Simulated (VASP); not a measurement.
A run of VASP 6.6.1 is set up as follows.

Contents of POSCAR:

```
YbTl2BrO4
1.0
    3.8307020000      0.0000000000      0.0000000000
    0.0000000000      3.8307020000      0.0000000000
    0.0000000000      0.0000000000      9.0868330000
Br Tl O Yb
1 2 4 1
Direct
    0.0000000000      0.0000000000      0.5000000000
    0.5000000000      0.5000000000      0.7293000000
    0.5000000000      0.5000000000      0.2707000000
    0.5000000000      0.0000000000      0.8510000000
    0.0000000000      0.5000000000      0.8510000000
    0.5000000000      0.0000000000      0.1490000000
    0.0000000000      0.5000000000      0.1490000000
    0.0000000000      0.0000000000      0.0000000000
```

The input INCAR.step1:

```
PREC     = Accurate       # precision mode
ENCUT    = 520            # plane-wave cutoff, eV
ISMEAR   = -1             # smearing method
SIGMA    = 0.1            # smearing width, eV
LREAL    = False          # projectors in reciprocal space
LASPH    = True           # aspherical terms in the spheres
NELM     = 80             # most SCF steps
NBANDS   = 50             # bands
GGA      = PE             # functional
ALGO     = Normal         # electronic algorithm
EDIFF    = 1E-4           # SCF threshold, eV
LWAVE    = True           # write WAVECAR
LCHARG   = False          # write CHGCAR
```

The input INCAR.step2:

```
PREC     = Accurate       # precision mode
ENCUT    = 520            # plane-wave cutoff, eV
EDIFF    = 1E-7           # SCF threshold, eV
ISMEAR   = -1             # smearing method
SIGMA    = 0.1            # smearing width, eV
LREAL    = False          # projectors in reciprocal space
LASPH    = True           # aspherical terms in the spheres
NELM     = 80             # most SCF steps
ALGO     = Normal         # electronic algorithm
ISIF     = 2              # what is computed and relaxed
LWAVE    = False          # write WAVECAR
LCHARG   = False          # write CHGCAR
METAGGA  = R2SCAN         # meta-GGA
LMIXTAU  = True         
NBANDS   = 50             # bands
ISTART   = 1
```

The input KPOINTS:

```
regular mesh
0
Gamma
  5 5 2
```

Potentials or basis: VASP PAW PBE potentials, release 64 (Br, Tl_d, O, Yb).

Launch:

```sh
$ cat potpaw_PBE.64/Br/POTCAR potpaw_PBE.64/Tl_d/POTCAR potpaw_PBE.64/O/POTCAR potpaw_PBE.64/Yb/POTCAR > POTCAR
$ cp INCAR.step1 INCAR
$ mpirun -np 1 vasp_std > vasp.out
$ cp INCAR.step2 INCAR
$ mpirun -np 1 vasp_std > vasp.out
```

Question: What does it give for the pressure?

Answer: 0.5 GPa.

Question: Estimate the largest force.

Answer: 0.514 eV/Å.

Forces on the atoms (eV/Å):
```
Br   0.000  0.000  0.000
Tl   0.000  0.000  0.514
Tl   0.000  0.000 -0.514
O    0.000  0.000 -0.109
O    0.000  0.000 -0.109
O    0.000  0.000  0.109
O    0.000  0.000  0.109
Yb   0.000  0.000  0.000
```

Caveat: the PAW data sets were made with another functional, which shifts forces and pressure a little; an odd number of electrons without spin polarisation forces a metal; a magnetic or distorted state may lie lower; without U or exact exchange the open f shell lies at the Fermi level, which spoils levels, moments and volumes. Spin polarisation is off, so any magnetic state and its effect on volume and gap are missing.
